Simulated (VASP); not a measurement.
An input for Ansatz (written as the equivalent of a VASP run, and not itself run):

Ansatz 0.2 input:
```yaml
crystal:
  lattice:
    - [0.0000000, 3.1037416, 3.1037416]
    - [3.1037416, 0.0000000, 3.1037416]
    - [3.1037416, 3.1037416, 0.0000000]
  atoms:
    - { symbol: Ge, position: [0.0000000, 0.0000000, 0.0000000] }
    - { symbol: Mo, position: [0.5000000, 0.5000000, 0.5000000] }
    - { symbol: Mo, position: [0.2500000, 0.2500000, 0.2500000] }
    - { symbol: Mo, position: [0.7500000, 0.7500000, 0.7500000] }
kpoints:
  mp_grid: { grid: [8, 8, 8] }
hamiltonian:
  xc: pbesol
  pseudopotentials: { kind: paw }
scf:
  occupations: { method: methfessel_paxton, width: 0.1 }
  max_iter: 100
relax:
  max_steps: 60
  f_tol: 0.02
  cell: {}
output: { forces: true, stress: true, eigenvalues: true }
```

Problem. Translate this input to VASP (INCAR, KPOINTS, POSCAR, choice of POTCAR).

Solution. One answer among several that fit: 
**KPOINTS**
```
Automatic mesh
0
Gamma
8 8 8
0 0 0
```

POSCAR:
```
GeMo3
1
   -0.0000000000     3.1037416467     3.1037416467
    3.1037416467    -0.0000000000     3.1037416467
    3.1037416467     3.1037416467    -0.0000000000
Ge Mo
1 3
Direct
  0.0000000000   0.0000000000   0.0000000000
  0.5000000000   0.5000000000   0.5000000000
  0.2500000000   0.2500000000   0.2500000000
  0.7500000000   0.7500000000   0.7500000000
```

**INCAR**
```
SIGMA = 0.1
IBRION = 2   # conjugate gradients
LWAVE = .FALSE.
ISMEAR = 1   # Methfessel-Paxton
LREAL = .FALSE.   # projection in real space or not
ALGO = Normal   # blocked Davidson
NELM = 100
SYSTEM = GeMo3
EDIFFG = -0.02   # ionic stop
PREC = Accurate
ISIF = 3
LASPH = .TRUE.
LCHARG = .FALSE.
EDIFF = 1E-6
ENCUT = 400   # plane-wave cut-off (eV)
NSW = 60
GGA = PS
LMAXMIX = 4   # l cut-off of mixed one-centre charges
```

POTCAR, in this order: Ge_d Mo_sv (PBE.64 set). Program: vasp_std.

The two are equivalent in intent, not identical: each code has its own PAW files, so the cut-off isn't converted (ENCUT is set for VASP's; basis.ecutwfc is left out, and Ansatz then takes the one that its files recommend); Ansatz stops its SCF on the density residual and VASP on the energy change (EDIFF).

The structure was generated: GeMo3 was put into the D03 type (Fm-3m), which need not be its known phase. This run relaxes it. Symmetry was kept, so distortions that lower it aren't found. The start is the result of an earlier pass.
